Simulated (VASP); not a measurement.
CdTe (zinc blende), at 0.96 of the tabulated volume:

```
CELL_PARAMETERS angstrom
      0.00000     3.19621     3.19621
      3.19621     0.00000     3.19621
      3.19621     3.19621     0.00000
ATOMIC_POSITIONS crystal
  Cd 0.00000 0.00000 0.00000
  Te 0.25000 0.25000 0.25000
```

The lowest empty band near Γ, direction [111], from mBJ (TB09) with spin-orbit coupling in VASP (PAW); its two spin partners are averaged. The gap over the points computed is 1.68 eV, and the next band on that side lies 2.99 eV away at the edge.

Numerical set-up: 400 eV cut-off, 8×8×8 Γ-centred mesh, Gaussian smearing of 0.050 eV, potentials Cd Te.

```csv
distance from the edge in k (1/Å),distance in energy (meV)
0.012,4.0
0.018,8.9
0.025,16.9
0.035,32.8
0.050,65.1
0.070,121.7
```

Fit E(1 + αE) = ħ²k²/2m* (ħ²/2m0 = 3.810 eV Å²) and predict the row at 0.095 1/Å.

Least squares on the energies gives the electron mass m* = 0.138 m0 and α = 0.90 per eV, and so 209.3 meV. The run gave 208.5 meV, -0.8 meV from the fit.

Left out are points under 3 meV from the edge, since the levels carry 0.1 meV, and points farther than half the way to the next band.

The compound is CdTe in the zinc blende structure. The cell was not relaxed at this level.
